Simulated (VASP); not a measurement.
Output of a VASP run:

File OSZICAR:
```
       N       E                     dE             d eps       ncg     rms          rms(c)
DAV:   1     0.662990483532E+03    0.66299E+03   -0.28546E+04  2912   0.168E+03
DAV:   2    -0.300919699205E+02   -0.69308E+03   -0.67741E+03  2896   0.540E+02
DAV:   3    -0.904101363343E+02   -0.60318E+02   -0.58871E+02  3716   0.159E+02
DAV:   4    -0.921876399044E+02   -0.17775E+01   -0.17565E+01  3584   0.267E+01
DAV:   5    -0.922205763259E+02   -0.32936E-01   -0.32859E-01  3836   0.363E+00    0.509E+01
DAV:   6    -0.772571528346E+02    0.14963E+02   -0.25031E+02  3456   0.110E+02    0.153E+01
DAV:   7    -0.737752298071E+02    0.34819E+01   -0.38625E+01  3440   0.477E+01    0.586E+00
DAV:   8    -0.736641523571E+02    0.11108E+00   -0.11793E+00  3512   0.703E+00    0.192E+00
DAV:   9    -0.736503804690E+02    0.13772E-01   -0.14987E-01  3784   0.196E+00    0.548E-01
DAV:  10    -0.736470148862E+02    0.33656E-02   -0.32583E-02  3600   0.139E+00    0.764E-02
DAV:  11    -0.736470048970E+02    0.99892E-05   -0.11033E-03  3788   0.259E-01    0.305E-02
DAV:  12    -0.736470024202E+02    0.24767E-05   -0.65475E-05  4048   0.601E-02    0.101E-02
DAV:  13    -0.736470012021E+02    0.12181E-05   -0.56886E-06  3116   0.183E-02    0.222E-03
DAV:  14    -0.736470013327E+02   -0.13057E-06   -0.39172E-07  1776   0.677E-03
   1 F= -.73647001E+02 E0= -.73644675E+02  d E =-.465267E-02
```

### OUTCAR
```
------------------------ aborting loop because EDIFF is reached ----------------------------------------
  FORCE on cell =-STRESS in cart. coord.  units (eV):
  Direction    XX          YY          ZZ          XY          YZ          ZX
  --------------------------------------------------------------------------------------
  Total        6.7462929      6.7462929      6.6312176      0.0000000      0.0000000      0.0000000
  in kB      174.9760754    174.9760754    171.9914114      0.0000000      0.0000000      0.0000000
  external PRESSURE =     173.9811874 kB  Pullay stress =       0.0000000 kB
  volume of cell :       61.77
      direct lattice vectors                 reciprocal lattice vectors
    -1.421235000  1.421235000  7.645490000     0.000000000  0.351806703  0.065398032
     1.421235000 -1.421235000  7.645490000     0.351806703  0.000000000  0.065398032
     1.421235000  1.421235000 -7.645490000     0.351806703  0.351806703  0.000000000
 POSITION                                       TOTAL-FORCE (eV/Angst)
 -----------------------------------------------------------------------------------
      0.00000      0.00000      3.02104        -0.000000      0.000000      0.208908
      0.00000      1.42123      6.84378         0.000000     -0.000000      0.208908
      0.00000      1.42124      0.80171         0.000000     -0.000000     -0.208908
      0.00000      0.00000     12.26994        -0.000000      0.000000     -0.208908
      0.00000      0.00000      5.23364         0.000000      0.000000     -0.147571
      1.42124      0.00000      1.41090         0.000000      0.000000     -0.147571
      1.42124      0.00000      6.23459         0.000000      0.000000      0.147571
      0.00000      0.00000     10.05734         0.000000      0.000000      0.147571
 -----------------------------------------------------------------------------------
    total drift:                               -0.000000      0.000000      0.000000
  FREE ENERGIE OF THE ION-ELECTRON SYSTEM (eV)
  ---------------------------------------------------
  free  energy   TOTEN  =       -73.6470013327 eV

  energy  without entropy=      -73.6423486673  energy(sigma->0) =      -73.64467500
```
(Selected blocks of OUTCAR.)

File POSCAR:
```
CrB
1
   -1.4212350000     1.4212350000     7.6454900000
    1.4212350000    -1.4212350000     7.6454900000
    1.4212350000     1.4212350000    -7.6454900000
Cr B
4 4
Direct
  0.1975700000   0.1975700000   0.0000000000
  0.9475700000   0.4475700000   0.5000000000
  0.5524300000   0.0524300000   0.5000000000
  0.8024300000   0.8024300000   0.0000000000
  0.3422700000   0.3422700000   0.0000000000
  0.0922700000   0.5922700000   0.5000000000
  0.4077300000   0.9077300000   0.5000000000
  0.6577300000   0.6577300000   0.0000000000
```

### Question
Write an INCAR and KPOINTS that could have produced this output.

### Answer
One answer among several that fit: the input of the run itself, PBEsol GGA, plane waves, VASP's PBE PAW potentials (set 64).

**KPOINTS**
```
Automatic mesh
0
Gamma
7 7 7
0 0 0
```

**INCAR**
```
SYSTEM = CrB
PREC = Accurate
ENCUT = 400
EDIFF = 1E-6
NELM = 100
ALGO = Normal
LREAL = .FALSE.
LASPH = .TRUE.
ISMEAR = 0
SIGMA = 0.05
GGA = PS
LMAXMIX = 4
LWAVE = .FALSE.
LCHARG = .FALSE.
ISIF = 2
```

POTCAR, in this order: Cr_pv B (PBE.64 set). Program: vasp_std.

At this cut-off the stress carries a Pulay error, which pulls relaxed volumes low.

The structure comes from a computed database's CrB entry; how it stands against other phases isn't given here. The cell was not relaxed at this level, and its volume differs by -5.9 % from the start's. The k-mesh is coarse (spacing up to 0.45 per Å, 2π included), so the numbers may not be converged in it. The run is not spin-polarised, so no magnetic state was tried.
